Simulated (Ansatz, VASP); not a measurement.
## BeZn2TeS2: VASP beside Ansatz

```
Be Zn Te S
1.0
     4.46195    0.00000    0.00000
     0.00000    4.46195    0.00000
     0.00000    0.00000    5.44042
Be Zn Te S
1 2 1 2
Cartesian
  0.0000 0.0000 0.0000
  2.2310 2.2310 1.4459
  2.2310 2.2310 3.9946
  0.0000 0.0000 2.7202
  0.0000 2.2310 0.0000
  2.2310 0.0000 0.0000
```

Change from the starting cell: species swapped into the LaAl2BRu2 type (P4/mmm, No. 123).

Alike in both runs: functional PBE; k mesh 4 × 4 × 4; occupations gaussian, width 0.1 eV; no spin polarisation.

Ansatz relaxed the structure, and its values are those at the end. VASP's run is a single point on that final structure, the one shown.

```csv
,VASP,Ansatz
version,VASP 6.6.1,Ansatz 0.2.0
potentials or method,"VASP PAW PBE potentials, release 64 (Be, Zn, Te, S)","scalar-relativistic, plane waves, PAW"
plane-wave cutoff (eV),520,420
valence electrons in the cell,44,54
```

```csv
,VASP,Ansatz,Ansatz less VASP
gap on the k mesh at the Fermi level (eV),none,none,-
pressure (GPa),0.1,0.1,-0.04
rms of the force components (eV/Å),0.012,0.010,-0.0016
```

A gap of «none» marks a metal or a gap that the smearing closes. With one functional, cell and mesh, what is left measures potentials, basis and numerics. The two sets of potentials don't hold the same shells in valence.

The runs have no spin-orbit coupling, so splittings on Te are missing.
